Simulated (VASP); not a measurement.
# LiMg (R-3m) in VASP: single point with LDA

Aim: the single point of LiMg with LDA.

All numbers are computed with VASP 6.6.1; they aren't measurements. Logs are shortened: lines on timing, memory, paths and dates and some standing lists are left out, and cuts for length are marked.

**1. Starting point**

Symmetry: R-3m, No. 166, trigonal system. Conventional cell: a = 3.092 Å, b = 3.092 Å, c = 15.243 Å, α = 90.00°, β = 90.00°, γ = 120.00°. Around Li (site symmetry -3m) lie 6 Li at 3.09 Å and 6 Mg at 3.10 Å. Around Mg (site symmetry -3m) lie 6 Mg at 3.09 Å and 6 Li at 3.10 Å.

The cell comes from a database or a generator and needn't be the stable form of this composition.

**2. Single point, LDA**

INCAR reads:

```
  PREC = Accurate
  ENCUT = 520
  EDIFF = 1E-6
  ISMEAR = 0
  SIGMA = 0.1
  LREAL = F
  LASPH = T
  NELM = 100
  ALGO = Normal
  ISIF = 2
  LWAVE = F
  LCHARG = F
  GGA = CA
  NBANDS = 10
```

KPOINTS reads:

```
regular mesh
0
Gamma
  6 6 6
```

POSCAR reads:

```
LiMg
1.0
    1.5457510101      0.8924397618      5.0810520986
   -1.5457510101      0.8924397618      5.0810520986
    0.0000000000     -1.7848795236      5.0810520986
Li Mg
1 1
Direct
    0.0000000000      0.0000000000      0.0000000000
    0.5000000000      0.5000000000      0.5000000000
```

Potentials or basis: VASP PAW LDA potentials, release 64 (Li_sv, Mg).

Started as:

```
> cat potpaw_LDA.64/Li_sv/POTCAR potpaw_LDA.64/Mg/POTCAR > POTCAR
> mpirun -np 1 vasp_std > vasp.out
```

OUTCAR:

```text
PREC = Accurate
   ENCUT = 520
   EDIFF = 1E-6
   ISMEAR = 0
   LREAL = F
   LASPH = T
   NELM = 100
   ISIF = 2
   GGA = CA

 ion  position               nearest neighbor table
   1  0.000  0.000  0.000-   2 3.10   2 3.10   2 3.10   2 3.10   2 3.10   2 3.10
   2  0.500  0.500  0.500-   1 3.10   1 3.10   1 3.10   1 3.10   1 3.10   1 3.10

  LATTYP: Found a trigonal (rhomboedric) cell.
 ALAT       =     5.3854326978
 COS(alpha) =     0.8352338978

  Lattice vectors:

 A1 = (   1.5457510101,   0.8924397618,   5.0810520986)
 A2 = (  -1.5457510101,   0.8924397618,   5.0810520986)
 A3 = (   0.0000000000,  -1.7848795236,   5.0810520986)

Analysis of symmetry for initial positions (statically):
=====================================================================
 Subroutine PRICEL returns:
 Original cell was already a primitive cell.

 Routine SETGRP: Setting up the symmetry group for a
 trigonal (rhombohedral) supercell.

 Subroutine GETGRP returns: Found 12 space group operations
 (whereof 12 operations were pure point group operations)
 out of a pool of 12 trial point group operations.

The static configuration has the point symmetry D_3d.

Analysis of symmetry for dynamics (positions and initial velocities):
=====================================================================
 Subroutine PRICEL returns:
 Original cell was already a primitive cell.

 Routine SETGRP: Setting up the symmetry group for a
 trigonal (rhombohedral) supercell.

 Subroutine GETGRP returns: Found 12 space group operations
 (whereof 12 operations were pure point group operations)
 out of a pool of 12 trial point group operations.

The dynamic configuration has the point symmetry D_3d.

 Subroutine INISYM returns: Found 12 space group operations
 (whereof 12 operations are pure point group operations),
 and found     1 'primitive' translations

----------------------------------------------------------------------------------------

                                     Primitive cell

  volume of cell :      42.0556

  direct lattice vectors                    reciprocal lattice vectors
     1.545751010  0.892439762  5.081052099     0.323467361  0.186753968  0.065603211
    -1.545751010  0.892439762  5.081052099    -0.323467361  0.186753968  0.065603211
     0.000000000 -1.784879524  5.081052099     0.000000000 -0.373507936  0.065603211

  length of vectors
     5.385432698  5.385432698  5.385432698     0.379225473  0.379225473  0.379225473

  position of ions in fractional coordinates (direct lattice)
     0.000000000  0.000000000  0.000000000
     0.500000000  0.500000000  0.500000000

  ion indices of the primitive-cell ions
   primitive index   ion index
                 1           1
                 2           2

----------------------------------------------------------------------------------------

 KPOINTS: regular mesh

Automatic generation of k-mesh.
 Grid dimensions read from file:
 generate k-points for:    6    6    6

 Generating k-lattice:

  Cartesian coordinates                     Fractional coordinates (reciprocal lattice)
     0.053911227  0.031125661  0.010933869     0.166666667 -0.000000000 -0.000000000
    -0.053911227  0.031125661  0.010933869    -0.000000000  0.166666667 -0.000000000
     0.000000000 -0.062251323  0.010933869    -0.000000000 -0.000000000  0.166666667

  Length of vectors
     0.063204246  0.063204246  0.063204246

  Shift w.r.t. Gamma in fractional coordinates (k-lattice)
     0.000000000  0.000000000  0.000000000

 Subroutine IBZKPT returns following result:
 ===========================================

 Found     32 irreducible k-points:

 Following reciprocal coordinates:
            Coordinates               Weight
  0.000000  0.000000  0.000000      1.000000
  0.166667  0.000000  0.000000      6.000000
  0.333333  0.000000 -0.000000      6.000000
  0.500000  0.000000  0.000000      3.000000
  0.166667  0.166667  0.000000      6.000000
  0.333333  0.166667  0.000000     12.000000
[... 16 lines left out ...]
  0.500000  0.500000  0.166667      6.000000
 -0.333333  0.500000  0.166667     12.000000
 [... further k-points ...]
   k-points           NKPTS =     32   k-points in BZ     NKDIM =     32   number of bands    NBANDS=     10
   number of dos      NEDOS =    301   number of ions     NIONS =      2
   total plane-waves  NPLWV =  64000
   dimension x,y,z NGX =    40 NGY =   40 NGZ =   40
   dimension x,y,z NGXF=    80 NGYF=   80 NGZF=   80
   ions per type =               1   1
   NGX,Y,Z   is equivalent  to a cutoff of  12.35, 12.35, 12.35 a.u.
   NGXF,Y,Z  is equivalent  to a cutoff of  24.70, 24.70, 24.70 a.u.
 SYSTEM =  unknown system
   PREC   = accura    normal or accurate (medium, high low for compatibility)
   ISTART =      0    job   : 0-new  1-cont  2-samecut
   ICHARG =      2    charge: 1-file 2-atom 10-const
   ISPIN  =      1    spin polarized calculation?
   LNONCOLLINEAR =      F non collinear calculations
   LSORBIT =      F    spin-orbit coupling
   LASPH  =      T    aspherical Exc in radial PAW
   ENCUT  =  520.0 eV  38.22 Ry    6.18 a.u.  10.01 10.01 10.01*2*pi/ulx,y,z
   NELM   =    100;   NELMIN=  2; NELMDL= -5     # of ELM steps
   EDIFF  = 0.1E-05   stopping-criterion for ELM
   LREAL  =      F    real-space projection
   EDIFFG = 0.1E-04   stopping-criterion for IOM
   NSW    =      0    number of steps for IOM
   IBRION =     -1    ionic relax: 0-MD 1-quasi-New 2-CG
   NFREE  =      0    steps in history (QN), initial steepest desc. (CG)
   ISIF   =      2    stress and relaxation
   ISYM   =      2    0-nonsym 1-usesym 2-fastsym
   POTIM  = 0.5000    time-step for ionic-motion
   TEBEG  =    0.0;   TEEND  =   0.0 temperature during run
   PSTRESS=    0.0 pullay stress
   NELECT =       5.0000    total number of electrons
   NUPDOWN=      -1.0000    fix difference up-down
   EMIN   =  10.00;   EMAX   =-10.00  energy-range for DOS
   EFERMI =   0.00;   METHOD = LEGACY
   ISMEAR =     0;   SIGMA  =   0.10  broadening in eV -4-tet -1-fermi 0-gaus
   EFERMI_NEDOS =   21; number of points for ismear=-14 and -15
   IALGO  =     38    algorithm
   IMIX   =      4    mixing-type and parameters
     AMIX     =   0.40;   BMIX     =  1.00
     AMIX_MAG =   1.60;   BMIX_MAG =  1.00
  volume/ion in A,a.u.               =      21.03       141.90
  Fermi-wavevector in a.u.,A,eV,Ry     =   0.804990  1.521210  8.816692  0.648009
  Thomas-Fermi vector in A             =   1.913150
   LORBIT       =      0    0 simple, 1 ext, 2 COOP (PROOUT), +10 PAW based schemes
   GGA     = CA    functional components
   LHFCALC =     F    Hartree Fock is set to
   AEXX    =    0.0000 exact exchange contribution
   IVDW    =     0    specifies the selected vdW correction
   LEPSILON=     F    determine dielectric tensor
   LRPA    =     F    only Hartree local field effects (RPA)
 non-spin polarized calculation
 Gauss-broadening in eV      SIGMA  =   0.10
  energy-cutoff  :      520.00
  volume of cell :       42.06
 maximum number of plane-waves:      1160
   NGX = 19   NGY = 19   NGZ = 19

 number of electron       5.0000004 magnetization

 Free energy of the ion-electron system (eV)
  ---------------------------------------------------
  ext. energy  EPLUGINS =         0.00000000
  ---------------------------------------------------
  free energy    TOTEN  =        -3.96932109 eV

  energy without entropy =       -3.96335894  energy(sigma->0) =       -3.96634001

 E-fermi :   1.7140     XC(G=0):  -8.0534

 val. band max:        1.5108815474   @ k =   0.3333   0.3333  -0.0000
 cond. band min:       1.7149804931   @ k =  -0.3333   0.5000   0.1667
 fundamental gap:      0.2040989457
 Fermi energy:         1.7139799068

 k-point     1 :       0.0000    0.0000    0.0000
  band No.  band energies     occupation
      1     -43.8871      2.00000
      2      -4.1192      2.00000
      3       0.7189      2.00000
      4       2.6998      0.00000
      5      13.9810      0.00000
      6      13.9810      0.00000
      7      14.5836      0.00000
      8      14.5836      0.00000
      9      15.7071      0.00000
     10      16.3525      0.00000

 k-point     2 :       0.1667    0.0000    0.0000
  band No.  band energies     occupation
      1     -43.8842      2.00000
      2      -3.5595      2.00000
      3       1.1338      2.00000
      4       3.2054      0.00000
      5       9.7279      0.00000
      6      11.8433      0.00000
      7      12.2710      0.00000
      8      13.3803      0.00000
      9      14.0876      0.00000
     10      15.3923      0.00000

 k-point     3 :       0.3333    0.0000   -0.0000
  band No.  band energies     occupation
      1     -43.8782      2.00000
      2      -1.9025      2.00000
      3       2.3198      0.00000
      4       3.8993      0.00000
      5       6.0285      0.00000
      6       7.9924      0.00000
      7      10.9839      0.00000
      8      11.6683      0.00000
      9      12.2882      0.00000
     10      12.8996      0.00000

 k-point     4 :       0.5000    0.0000    0.0000
  band No.  band energies     occupation
      1     -43.8752      2.00000
      2       0.6260      2.00000
      3       0.9067      2.00000
      4       4.0538      0.00000
      5       5.2751      0.00000
      6       7.5393      0.00000
      7       9.4712      0.00000
      8      10.5832      0.00000
      9      11.0381      0.00000
     10      11.9888      0.00000
[... 222 lines left out ...]
 k-point    22 :      -0.1667    0.3333    0.1667
  band No.  band energies     occupation
      1     -43.8752      2.00000
      2      -0.3212      2.00000
      3       3.0654      0.00000
      4       4.1644      0.00000
      5       5.0278      0.00000
      6       5.6415      0.00000
      7       8.1163      0.00000
      8       9.7088      0.00000
      9      13.0091      0.00000
     10      15.1943      0.00000

 k-point    23 :       0.5000    0.5000    0.1667
  band No.  band energies     occupation
      1     -43.8782      2.00000
      2      -1.4822      2.00000
      3       0.6394      2.00000
      4       4.8982      0.00000
      5       7.4015      0.00000
      6       8.3057      0.00000
      7      10.0286      0.00000
      8      11.4798      0.00000
      9      12.1544      0.00000
     10      14.3716      0.00000

 k-point    24 :      -0.3333    0.5000    0.1667
  band No.  band energies     occupation
      1     -43.8753      2.00000
      2       0.2297      2.00000
      3       1.7150      0.98871
      4       3.3138      0.00000
      5       5.7088      0.00000
      6       6.9344      0.00000
      7       9.7605      0.00000
      8      10.5306      0.00000
      9      11.7740      0.00000
     10      12.4796      0.00000

 [... further k-points ...]

------------------------ aborting loop because EDIFF is reached ----------------------------------------

  FORCE on cell =-STRESS in cart. coord.  units (eV):
  Direction    XX          YY          ZZ          XY          YZ          ZX
  --------------------------------------------------------------------------------------
  -------------------------------------------------------------------------------------
  Total       -0.5367128     -0.5367128     -0.1114252      0.0000000      0.0000000     -0.0000000
  in kB      -20.4469792    -20.4469792     -4.2449329      0.0000000      0.0000000     -0.0000000
  external PRESSURE =     -15.0462971 kB  Pullay stress =       0.0000000 kB

 VOLUME and BASIS-vectors are now :
 -----------------------------------------------------------------------------
  energy-cutoff  :      520.00
  volume of cell :       42.06
      direct lattice vectors                 reciprocal lattice vectors
     1.545751010  0.892439762  5.081052099     0.323467361  0.186753968  0.065603211
    -1.545751010  0.892439762  5.081052099    -0.323467361  0.186753968  0.065603211
     0.000000000 -1.784879524  5.081052099     0.000000000 -0.373507936  0.065603211

 POSITION                                       TOTAL-FORCE (eV/Angst)
 -----------------------------------------------------------------------------------
      0.00000      0.00000      0.00000         0.000000      0.000000      0.000000
      0.00000      0.00000      7.62158         0.000000     -0.000000     -0.000000
 -----------------------------------------------------------------------------------
    total drift:                               -0.000000     -0.000000     -0.000000

  FREE ENERGIE OF THE ION-ELECTRON SYSTEM (eV)
  ---------------------------------------------------
  free  energy   TOTEN  =        -3.9693210879 eV

  energy  without entropy=       -3.9633589418  energy(sigma->0) =       -3.96634001
```

It took 19 s on 1 thread of AMD EPYC 7R13 (Zen 3), shared host; peak memory 0.16 GiB.

What came out:

```yaml
Free_energy: -3.9693 eV
Band_gap_on_the_k_mesh: none (metal or under the smearing width)
```

Caveat: the k mesh is coarse (spacing up to 0.40 Å⁻¹), so the values aren't converged; the cutoff is under 1.25 times the usual one of these potentials, so pressure, stress and relaxed cells hold a basis-set (Pulay) error.
